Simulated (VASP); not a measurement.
Here is the system:

```xyz
2
Lattice="0.0000 2.7098 2.7098 2.7098 0.0000 2.7098 2.7098 2.7098 0.0000" Properties=species:S:1:pos:R:3 pbc="T T T"
Si     0.0000     0.0000     0.0000
Si     1.3549     1.3549     1.3549
```

Calculation: PBE GGA with D3 dispersion (Becke-Johnson damping), VASP's PBE PAW potentials (set 64) (plane waves; VASP). Run with 400 eV cut-off, Gaussian smearing of 0.050 eV, potentials Si.

Question: Give the energies of bands 2 to 7 at the high-symmetry points, in eV from the valence-band maximum.

Answer: 
```
band     Γ      X      U      L      W
----  ----  -----  -----  -----  -----
2     0.00  -7.83  -7.24  -7.00  -7.67
3     0.00  -2.87  -4.33  -1.20  -3.88
4     0.00  -2.87  -2.44  -1.20  -3.88
5     2.57   0.70   1.20   1.56   4.27
6     2.57   0.70   4.13   3.34   4.27
7     2.57  10.17   7.50   3.34   5.03
```

The gap is indirect, 0.56 eV, from the valence maximum at Γ to the conduction minimum at Γ-X at 0.86.

The structure comes from a measured Si entry (Fd-3m) of the Crystallography Open Database, whose conditions weren't checked. It was relaxed first.
